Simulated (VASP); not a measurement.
A run of VASP 6.6.1:

File INCAR:

```
SYSTEM = CsCaH3
ALGO     = Fast           ! electronic algorithm
EDIFF    = 1E-7           ! SCF threshold, eV
ENCUT    = 520            ! plane-wave cutoff, eV
ISIF     = 2              ! what is computed and relaxed
ISMEAR   = -1             ! smearing method
LASPH    = .TRUE.         ! aspherical terms in the spheres
LCHARG   = .TRUE.         ! write CHGCAR
LELF     = .TRUE.         ! ELF
LREAL    = Auto         
LVHAR    = .TRUE.       
LWAVE    = .FALSE.        ! write WAVECAR
NBANDS   = 60             ! bands
NELM     = 100            ! most SCF steps
PREC     = Accurate       ! precision mode
SIGMA    = 0.3            ! smearing width, eV
```

Contents of KPOINTS:

```
k-points
0
G
  2 2 2
  0 0 0
```

Contents of POSCAR:

```
CsCaH3
1.0
   -4.6211860000      4.6211860000      4.6211860000
    4.6211860000     -4.6211860000      4.6211860000
    4.6211860000      4.6211860000     -4.6211860000
Cs Ca H
4 4 12
Direct
   -0.0387887438     -0.0533521048     -0.0632088819
    0.5425771653      0.5181894864     -0.0157968106
    0.5115028912      0.0432031950      0.5723422515
    0.0346231465      0.4952083729      0.5345272837
    0.4603147331      0.4154561188      0.4271414308
   -0.0235761988     -0.0140981125      0.5120330582
   -0.0387238254      0.4484671251     -0.0035272331
    0.4676721517     -0.0061347888     -0.0118476080
    0.2566007947      0.4600334200      0.2201166540
    0.4781131943      0.2396895516      0.2255048812
    0.2740963034      0.2589378571      0.6070844151
    0.7019085577      0.0441661513      0.2582994928
   -0.0230568516      0.7133882947      0.2864307994
    0.6906127561      0.7810765462      0.4779833575
    0.7217303091      0.4269574953      0.7461288076
    0.0016445995      0.2639690331      0.7356012071
    0.7396477874      0.2065595282     -0.0256211284
    0.2612208208      0.0395136660      0.7517875281
    0.5071533585      0.6943996628      0.7640895649
    0.1839354659      0.7303860957     -0.0335519929
```

Potentials or basis: VASP PAW LDA potentials, release 64 (Cs_sv, Ca_sv, H).

Launch:

```console
$ cat potpaw_LDA.64/Cs_sv/POTCAR potpaw_LDA.64/Ca_sv/POTCAR potpaw_LDA.64/H/POTCAR > POTCAR
$ mpirun -np 1 vasp_std > vasp.out
```

Hardware: 1 thread of Intel(R) Xeon(R) Platinum 8375C CPU @ 2.90GHz (Ice Lake), on a shared host.

How long does it take, and how much memory?

Run time: 11 min on 1 thread of Intel(R) Xeon(R) Platinum 8375C CPU @ 2.90GHz (Ice Lake) (shared host), peak memory 0.43 GiB. Counts: scf iterations 29, k points 8.
